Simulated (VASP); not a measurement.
Output of a VASP run:

**OSZICAR**
```
       N       E                     dE             d eps       ncg     rms          rms(c)
DAV:   1     0.105347484798E+03    0.10535E+03   -0.77907E+03 11464   0.825E+02
DAV:   2    -0.752786367051E+01   -0.11288E+03   -0.11161E+03 10672   0.260E+02
DAV:   3    -0.187017839837E+02   -0.11174E+02   -0.11116E+02 15760   0.618E+01
DAV:   4    -0.190136272871E+02   -0.31184E+00   -0.31182E+00 10816   0.984E+00
DAV:   5    -0.190236809889E+02   -0.10054E-01   -0.10054E-01 14232   0.123E+00    0.277E+01
DAV:   6    -0.128984798654E+02    0.61252E+01   -0.14825E+01 10984   0.374E+01    0.111E+01
DAV:   7    -0.125019143701E+02    0.39657E+00   -0.47203E+00 12096   0.159E+01    0.209E+00
DAV:   8    -0.125649762335E+02   -0.63062E-01   -0.14575E+00 11600   0.918E+00    0.195E+00
DAV:   9    -0.124687116572E+02    0.96265E-01   -0.53185E-01 11760   0.548E+00    0.968E-02
DAV:  10    -0.124695244087E+02   -0.81275E-03   -0.44837E-03 12952   0.419E-01    0.893E-02
DAV:  11    -0.124694661906E+02    0.58218E-04   -0.94522E-04 11360   0.224E-01    0.139E-02
DAV:  12    -0.124694610913E+02    0.50993E-05   -0.33391E-05 11704   0.415E-02    0.625E-03
DAV:  13    -0.124694606747E+02    0.41657E-06   -0.59490E-07  8296   0.578E-03
   1 F= -.12469461E+02 E0= -.12470459E+02  d E =0.299598E-02
```

OUTCAR:
```
------------------------ aborting loop because EDIFF is reached ----------------------------------------
  FORCE on cell =-STRESS in cart. coord.  units (eV):
  Direction    XX          YY          ZZ          XY          YZ          ZX
  --------------------------------------------------------------------------------------
  Total      -51.6271091    -51.4195626    -51.5053084     -0.0778067      0.0000000      0.0000000
  in kB    -2247.1155367  -2238.0818956  -2241.8140576     -3.3866032      0.0000000      0.0000000
  external PRESSURE =   -2242.3371633 kB  Pullay stress =       0.0000000 kB
  volume of cell :       36.81
      direct lattice vectors                 reciprocal lattice vectors
     1.518848000 -2.601451000  0.000000000     0.329196865 -0.192200430  0.000000000
     1.518848000  2.601451000  0.000000000     0.329196865  0.192200430  0.000000000
     0.000000000  0.000000000  4.658038000     0.000000000  0.000000000  0.214682663
 POSITION                                       TOTAL-FORCE (eV/Angst)
 -----------------------------------------------------------------------------------
      1.51885      0.86715      1.16451        -0.107342      0.015319     -0.000000
      1.56482     -0.86715      3.49353         0.107342     -0.015319      0.000000
 -----------------------------------------------------------------------------------
    total drift:                               -0.000734     -0.000021      0.000000
  FREE ENERGIE OF THE ION-ELECTRON SYSTEM (eV)
  ---------------------------------------------------
  free  energy   TOTEN  =       -12.4694606747 eV

  energy  without entropy=      -12.4724566565  energy(sigma->0) =      -12.47045934
```
(Selected blocks of OUTCAR.)

### POSCAR
```
Ti
1
    1.5188480000    -2.6014510000     0.0000000000
    1.5188480000     2.6014510000     0.0000000000
    0.0000000000     0.0000000000     4.6580380000
Ti
2
Direct
  0.3333330000   0.6666670000   0.2500000000
  0.6818020000   0.3484680000   0.7500000000
```

Q: Write an INCAR and KPOINTS that could have produced this output.

A: Several could match; the one computed here: the input of the run itself, PBE GGA, plane waves, VASP's PBE PAW potentials (set 64).

**KPOINTS**
```
Automatic mesh
0
Gamma
12 12 7
0 0 0
```

INCAR:
```
ALGO  =  Normal
EDIFF  =  1E-6
ENCUT  =  150
GGA  =  PE
ISIF  =  2
ISMEAR  =  1
LASPH  =  T
LCHARG  =  F
LMAXMIX  =  4
LREAL  =  F
LWAVE  =  F
NELM  =  100
PREC  =  Accurate
SIGMA  =  0.1
SYSTEM  =  Ti
```

POTCAR, in this order: Ti_sv (PBE.64 set). Program: vasp_std.

At this cut-off the stress carries a Pulay error, which pulls relaxed volumes low.

The compound is Ti in the hcp structure. The cell was not relaxed at this level, atoms are displaced from their ideal sites. The run is one of a series of settings (ENCUT = 150 against the base run), some of them coarse on purpose.
